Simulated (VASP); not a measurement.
## Si2WC3: relaxation of cell and atoms with PBE

Si2WC3:

```
Si W C
1.0
     3.00639    0.00000    0.00000
     0.00000    3.00639    0.00000
     0.00000    0.00000    9.10225
Si W C
2 1 3
Cartesian
  1.5032 1.5032 2.9566
  1.5032 1.5032 6.1456
  1.5032 1.5032 0.0000
  0.0000 0.0000 7.6374
  0.0000 0.0000 1.4648
  0.0000 0.0000 4.5511
```

The cell was built by a generator and needn't be a form met in nature.

```
Program                : VASP 6.6.1
Task                   : relaxation of cell and atoms
Functional             : PBE
Potentials or basis    : VASP PAW PBE potentials, release 64 (Si, W_sv, C)
Cutoff                 : 520 eV
k mesh                 : 6 × 6 × 2
Occupations            : gaussian, width 0.15 eV
Spin                   : no spin polarisation
Further INCAR settings : PREC = Normal; ALGO = Fast; EDIFF = 0.0001; IBRION = 2; EDIFFG = -0.08; NSW = 24; ISIF = 3
```

```
Relaxed volume                         : 10.87 Å³/atom
Relaxed cell                           : a = 2.930 Å, b = 2.930 Å, c = 7.592 Å, α = 90.00°, β = 90.00°, γ = 90.00°
Space group after relaxing (to 0.05 Å) : P4/mmm (No. 123)
Energy gained by relaxing              : 787.6 meV/atom
Ionic steps                            : 24
Pressure after relaxing                : -0.7 GPa
Largest force after relaxing           : 0.021 eV/Å
Band gap on the k mesh                 : none (metal or under the smearing width)
```

Forces on the atoms (eV/Å):
```
Si   0.000  0.000  0.001
Si   0.000  0.000 -0.001
W    0.000  0.000  0.000
C    0.000  0.000  0.021
C    0.000  0.000 -0.021
C    0.000  0.000  0.000
```

Stress tensor (GPa, compression positive):
```
-0.88  0.00  0.00
 0.00 -0.88  0.00
 0.00  0.00 -0.27
```

Step by step:
| step | energy change (eV) | largest force (eV/Å) | pressure (GPa) | volume (Å³) |
| --- | --- | --- | --- | --- |
| 1 | 0.0000 | 1.9115 | -35.55 | 82.27 |
| 2 | -2.5491 | 1.7305 | 51.50 | 51.07 |
| 3 | -3.7236 | 0.4230 | -0.25 | 59.60 |
| 4 | -3.7252 | 0.4635 | 1.18 | 59.19 |
| 5 | -3.8595 | 0.9367 | 1.96 | 59.19 |
| 6 | -3.9359 | 1.7039 | 2.61 | 59.12 |
| 7 | -3.9933 | 1.5049 | 1.96 | 59.34 |
| 8 | -4.0533 | 0.9962 | 0.87 | 59.94 |
| 9 | -4.1489 | 0.9812 | 0.51 | 60.20 |
| 10 | -4.2441 | 0.9442 | 0.09 | 60.72 |
| 11 | -4.2509 | 0.9473 | 0.65 | 60.88 |
| 12 | -4.3088 | 0.7922 | 0.37 | 61.09 |
| 13 | -4.3510 | 0.5995 | 0.84 | 61.43 |
| 14 | -4.3533 | 0.5512 | 1.34 | 61.52 |
| 15 | -4.4071 | 0.4627 | 0.86 | 62.11 |
| 16 | -4.5369 | 0.9044 | -0.34 | 63.54 |
| 17 | -4.5074 | 2.9558 | 2.38 | 66.42 |
| 18 | -4.6449 | 0.9199 | -0.71 | 64.33 |
| 19 | -4.6973 | 0.7474 | -0.10 | 65.37 |
| 20 | -4.7022 | 0.7540 | -0.56 | 65.09 |
| 21 | -4.7116 | 0.4783 | 1.49 | 64.92 |
| 22 | -4.7223 | 0.2345 | 0.57 | 65.00 |
| 23 | -4.7242 | 0.1536 | -1.07 | 65.33 |
| 24 | -4.7256 | 0.0207 | -0.68 | 65.20 |

Final structure:
```
Si W C
1.0
     2.93050    0.00000    0.00000
     0.00000    2.93050    0.00000
     0.00000    0.00000    7.59232
Si W C
2 1 3
Direct
  0.50000 0.50000 0.34693
  0.50000 0.50000 0.65307
  0.50000 0.50000 0.00000
  0.00000 0.00000 0.89950
  0.00000 0.00000 0.10050
  0.00000 0.00000 0.50000
```

Levels at points of the mesh, in eV from the Fermi level:
| k point | band 13 | band 14 | band 15 | band 16 | band 17 | band 18 | band 19 | band 20 | band 21 |
| --- | --- | --- | --- | --- | --- | --- | --- | --- | --- |
| (0.00, 0.00, 0.00) | -2.19 | -2.19 | -1.42 | -1.42 | -0.88 | 0.65 | 1.24 | 1.29 | 2.11 |
| (0.50, 0.00, 0.00) | -4.25 | -4.17 | -0.40 | 0.35 | 0.53 | 2.23 | 2.49 | 2.54 | 3.72 |
| (0.50, 0.50, 0.00) | -5.17 | -5.17 | -2.85 | -2.73 | -2.38 | -1.32 | -0.02 | -0.02 | 3.67 |
| (0.00, 0.00, 0.50) | -2.32 | -2.32 | -2.18 | -1.31 | -1.31 | 0.30 | 0.65 | 0.91 | 3.84 |
| (0.50, 0.00, 0.50) | -4.20 | -1.70 | -0.35 | 0.32 | 0.51 | 1.18 | 2.08 | 2.30 | 3.17 |
| (0.50, 0.50, 0.50) | -5.35 | -5.35 | -4.44 | -3.45 | -0.38 | -0.38 | -0.25 | -0.07 | 2.14 |

Wall time 2.2 min on 1 thread of Intel(R) Xeon(R) 6975P-C (Granite Rapids) (shared host), peak memory 0.18 GiB.

Caveat: the volume moved by over 15 % at a fixed basis, so the end points are rough; the relaxation stopped at a loose force limit of 0.08 eV/Å, so its end isn't a converged minimum. The run has no spin-orbit coupling, so splittings on W are missing.
